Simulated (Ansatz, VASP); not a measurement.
# SiBPC: VASP beside Ansatz, part 3 of 3

One calculation is typed for both programs; each brings its own data sets. How far apart do they land? The cell is generated by rule, not measured, and may not be a known phase. The cell is taken from a series of runs on this material, whose earlier steps may have relaxed, scaled, displaced or heated it; both programs get it as it stands.

VASP 6.6.1 and Ansatz 0.2.0.

So far: VASP: relaxation of cell and atoms, PBEsol, pair 1; Ansatz: relaxation of cell and atoms, PBEsol, pair 1; Side by side; VASP: relaxation of cell and atoms, PBEsol, pair 2; Ansatz: relaxation of cell and atoms, PBEsol, pair 2; Differences.

## Step 8: Ansatz: relaxation of cell and atoms, PBEsol, pair 3

Level of this step: Ansatz beside VASP: Kohn-Sham DFT, plane waves, PBEsol (Ansatz).

The relaxed volume is the usual yardstick between codes: in a stiff, nearly cubic crystal its relative difference is about their pressure difference at one cell divided by the bulk modulus.

The cell is taken from a series of runs on this material, whose earlier steps may have relaxed, scaled, displaced or heated it; both programs get it as it stands.

File input.yaml:

```yaml
crystal:
  lattice:
    - [2.2288642688, 2.2288642688, 0.0]
    - [-2.2287849072, 2.2287849072, 0.0]
    - [0.0, 0.0, 8.9448083319]
  atoms:
    - { symbol: B, position: [0.0, 0.0, -0.0238018049] }
    - { symbol: B, position: [0.5, 0.5, 0.2338084818] }
    - { symbol: C, position: [0.5, 0.0, 0.6429457154] }
    - { symbol: C, position: [0.0, 0.5, 0.8817175761] }
    - { symbol: P, position: [0.5, 0.0, 0.1067416524] }
    - { symbol: P, position: [0.0, 0.5, 0.3590763827] }
    - { symbol: Si, position: [0.0, 0.0, 0.5309750572] }
    - { symbol: Si, position: [0.5, 0.5, 0.7685369392] }
kpoints:
  mp_grid: { grid: [10, 10, 4] }
hamiltonian:
  xc: pbesol
scf:
  occupations: { method: gaussian, width: 0.01 }
output:
  forces: true
  stress: true
  eigenvalues: true
  write_density: true
  write_potential: true
  elf: true
  volumetric_format: npy
relax:
  adjacent_minimum: "off"
  f_tol: 0.005
  max_steps: 80
  cell: { stress_tol: 0.05 }
```

Run with:

```bash
> ansatz run input.yaml --threads 8 --pin off --max-ram 14336MiB --backend cpu --events-out ev --progress --plain --runs-dir out
```

Numbers of over 12 decimals in the logs are rounded to 6 here.

Output:

```text
[...]
Crystal: 8 atoms, lattice volume = 88.870 Å³
Basis set: ecut = 420 eV, 1717 PW (Γ), exchange–correlation on 48×48×120 points (8 copies of the dense FFT grid, shifted against one another)
Bands: 24, of which v1, the nominal top of the filled ones, is band 16 counted from 1 (15 counted from 0)
Symmetry: 4 space group operations
[...]
k-points: 108 of 400 (time reversal used)
[...]
- [-2.227179, 2.227179, 0]
    - [0, 0, 8.948692]
  atoms:
    - { symbol: B, position: [0, 0, -0.023875] }
    - { symbol: B, position: [0.500000, 0.500000, 0.233882] }
    - { symbol: C, position: [0.5, 0, 0.642962] }
    - { symbol: C, position: [0, 0.500000, 0.881723] }
    - { symbol: P, position: [0.5, 0, 0.106693] }
    - { symbol: P, position: [0, 0.500000, 0.358966] }
    - { symbol: Si, position: [0, 0, 0.530889] }
    - { symbol: Si, position: [0.500000, 0.500000, 0.768759] }
[key lines of the parts left out:]
SCF converged after 4 iterations
Free energy (F): -3522.945446 eV
Fermi energy:    9.918375 eV
P = ⅓ Tr σ = 0.0001 GPa (0.001 kbar)
```

## Step 9: VASP: relaxation of cell and atoms, PBEsol, pair 3

The same cell, functional, mesh and smearing now go to VASP, with its own data sets.

File INCAR:

```
SYSTEM = SiBPC
PREC = Accurate
ENCUT = 600
EDIFF = 1E-07
NELM = 120
ISMEAR = 0
SIGMA = 0.01
LREAL = .FALSE.
ALGO = Normal
GGA = PS
NBANDS = 24
LORBIT = 11
LWAVE = .FALSE.
LCHARG = .FALSE.
ISIF = 3
IBRION = 2
NSW = 80
EDIFFG = -0.005
LASPH = .TRUE.
GGA_COMPAT = .FALSE.
NELMIN = 4
KPAR = 2
```

File POSCAR:

```
SiBPC
1.0
    2.2288640000      2.2288640000      0.0000000000
   -2.2287850000      2.2287850000      0.0000000000
    0.0000000000      0.0000000000      8.9448080000
B C P Si
2 2 2 2
Direct
    0.0000000000      0.0000000000      0.9761981476
    0.5000000000      0.5000000000      0.2338084842
    0.5000000000      0.0000000000      0.6429457178
    0.0000000000      0.5000000000      0.8817176400
    0.5000000000      0.0000000000      0.1067416986
    0.0000000000      0.5000000000      0.3590763491
    0.0000000000      0.0000000000      0.5309750640
    0.5000000000      0.5000000000      0.7685370105
```

File KPOINTS:

```
Automatic mesh
0
Gamma
10 10 4
0 0 0
```

The projector-augmented-wave data sets are B, C, P and Si (PBE family, release 64).

Run with:

```bash
> mpirun -np 2 vasp_std
```

Output:

```text
[... set-up lines as in an earlier step ...]
 entering main loop
       N       E                     dE             d eps       ncg     rms          rms(c)
DAV:   1     0.891000536646E+02    0.89100E+02   -0.15428E+04  5184   0.133E+03
DAV:   2    -0.544354102341E+02   -0.14354E+03   -0.13403E+03  6984   0.212E+02
DAV:   3    -0.618267637269E+02   -0.73914E+01   -0.73101E+01  6888   0.458E+01
DAV:   4    -0.619375824583E+02   -0.11082E+00   -0.11064E+00  6520   0.638E+00
[...]
DAV:  13    -0.575423583599E+02   -0.28115E-05   -0.18773E-05  7104   0.255E-02    0.195E-02
DAV:  14    -0.575423578861E+02    0.47371E-06   -0.73146E-06  6672   0.156E-02    0.341E-03
DAV:  15    -0.575423578535E+02    0.32626E-07   -0.89992E-07  6416   0.593E-03
   1 F= -.57542358E+02 E0= -.57542358E+02  d E =-.575424E+02
[...]
2 F= -.57542477E+02 E0= -.57542477E+02  d E =-.118912E-03
[...]
3 F= -.57542578E+02 E0= -.57542578E+02  d E =-.220447E-03
[...]
4 F= -.57542602E+02 E0= -.57542602E+02  d E =-.241269E-04
[...]
5 F= -.57542604E+02 E0= -.57542604E+02  d E =-.259914E-04
[...]
6 F= -.57542608E+02 E0= -.57542608E+02  d E =-.416463E-05
 trial-energy change:   -0.000004  1 .order   -0.000004   -0.000008    0.000001
 step:   0.8241(harm=  0.8241)  dis= 0.00022  next Energy=   -57.542608 (dE=-0.397E-05)
 reached required accuracy - stopping structural energy minimisation
```

OUTCAR, selected parts (step 9):

```text
  Total        0.0063397      0.0063397      0.0095028     -0.0069858      0.0000000      0.0000000
  in kB        0.1142047      0.1142047      0.1711859     -0.1258438      0.0000000      0.0000000
  external PRESSURE =       0.1331984 kB  Pullay stress =       0.0000000 kB

 POSITION                                       TOTAL-FORCE (eV/Angst)
 -----------------------------------------------------------------------------------
     -0.00000      0.00000      8.73765         0.000000     -0.000000      0.001939
      0.00161      2.22888      2.09358         0.000000     -0.000000     -0.001470
      1.11525      1.11525      5.75545        -0.000000      0.000000     -0.002059
     -1.11364      1.11364      7.89306         0.000000     -0.000000      0.001977
      1.11525      1.11525      0.95546         0.000000     -0.000000      0.000524
     -1.11364      1.11364      3.21316        -0.000000      0.000000     -0.001645
      2.23049      2.23049      4.75152        -0.000000      0.000000      0.000028
      0.00161      2.22888      6.88116         0.000000     -0.000000      0.000705
 -----------------------------------------------------------------------------------
    total drift:                                0.000000     -0.000000     -0.000103

  FREE ENERGIE OF THE ION-ELECTRON SYSTEM (eV)
  ---------------------------------------------------
  free  energy   TOTEN  =       -57.5426084561 eV

  energy  without entropy=      -57.5426083447  energy(sigma->0) =      -57.54260840

[... 1 part as in an earlier step ...]

[... 3 further parts left out ...]
[key lines of the parts left out:]
E-fermi :   8.3171
```

## Step 10: Side by side

The two programs side by side:

```tsv
quantity	Ansatz	VASP	difference
volume (Å³)	88.88	88.94	-0.07 %
edge a after relaxation, in the typed setting (Å)	3.153	3.154	-0.03 %
edge b after relaxation, in the typed setting (Å)	3.150	3.150	+0.00 %
edge c after relaxation, in the typed setting (Å)	8.949	8.951	-0.03 %
```

## Step 11: What came out

| Item | Value |
| --- | --- |
| difference in volume (relaxation of cell and atoms, PBEsol, pair 1) | -0.11 % |
| difference in volume (relaxation of cell and atoms, PBEsol, pair 2) | -0.069 % |
| difference in volume (relaxation of cell and atoms, PBEsol, pair 3) | -0.067 % |

The difference in volume is -0.11 % (relaxation of cell and atoms, PBEsol, pair 1), within the 1.2 % picked in this series as the mark of a large difference, as far as the stopping tolerances let one tell. How closely two codes agree says nothing of how well the functional describes the real material.

[Lines on the potential files, build, host, timing and source positions are cut from VASP's logs without a mark.]

[Logs are printed without paths, hosts, clocks, repeated set-up lines and the standing remarks that a program may print on its own settings, such as how far it seeks lower states.]

[Hosts, paths, dates, database ids (printed as entryN), source tags and the programs' standing remarks are cut or masked in the printed files.]
